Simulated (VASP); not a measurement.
Level of theory: PBE GGA, VASP's PBE PAW potentials (set 64) (plane waves; VASP 6.6.1).

A VASP calculation is set up with these files.

POSCAR:
```
SrCl2
1.0
  0.0000000000   3.4336860000   3.4647990000
  3.4963120000   0.0000000000   3.4647990000
  3.4963120000   3.4336860000   0.0000000000
Sr Cl
1 2
Cart
  0.0000000000   0.0000000000   0.0000000000
  1.7481560000   1.7168430000   1.7323995000
  5.3238272898   5.1505290000   5.1971985000
```

### INCAR
```
PREC  =  Accurate
NELM  =  100
ALGO  =  Normal
ISIF  =  2   ! forces and stress, cell fixed
ENCUT  =  400   ! plane-wave cut-off (eV)
LMAXMIX  =  4
ISMEAR  =  0   ! Gaussian
LASPH  =  .True.   ! aspherical one-centre terms
LCHARG  =  .False.
LREAL  =  .False.   ! projection in real space or not
LWAVE  =  .False.
SYSTEM  =  SrCl2
GGA  =  PE   ! PBE
ISYM  =  -1
EDIFF  =  1E-6   ! SCF stop (eV)
SIGMA  =  0.05   ! width (eV)
```

### KPOINTS
```
Automatic mesh
0
Gamma
5 5 5
0 0 0
```

POTCAR, in this order: Sr_sv Cl (PBE.64 set). Program: vasp_std.

Q: What does the run give for the energy per atom (σ→0), pressure, largest force?

A: 
```
Item                             Value
---------------------  ---------------
energy per atom (σ→0)   -4251 meV/atom
pressure                      1.93 GPa
largest force          0.00895 Ry/bohr
```

OSZICAR:
```
...
DAV:   8    -0.127492241926E+02   -0.31975E-02   -0.66585E-02  4880   0.150E+00    0.334E-01
DAV:   9    -0.127506812366E+02   -0.14570E-02   -0.25233E-03  5824   0.320E-01    0.124E-01
DAV:  10    -0.127519803413E+02   -0.12991E-02   -0.11254E-03  4704   0.218E-01    0.341E-02
DAV:  11    -0.127520656953E+02   -0.85354E-04   -0.10324E-04  6104   0.591E-02    0.397E-02
DAV:  12    -0.127520756415E+02   -0.99462E-05   -0.15396E-05  5088   0.222E-02    0.116E-02
DAV:  13    -0.127520787134E+02   -0.30719E-05   -0.69431E-06  5168   0.147E-02    0.402E-03
DAV:  14    -0.127520786212E+02    0.92141E-07   -0.30687E-07  4080   0.393E-03
   1 F= -.12752079E+02 E0= -.12752079E+02  d E =-.190741E-15
```

The compound is SrCl2 in the fluorite structure. The cell was not relaxed at this level, atoms are displaced from their ideal sites. The run is one of a series of settings (ISYM = -1 against the base run), some of them coarse on purpose.
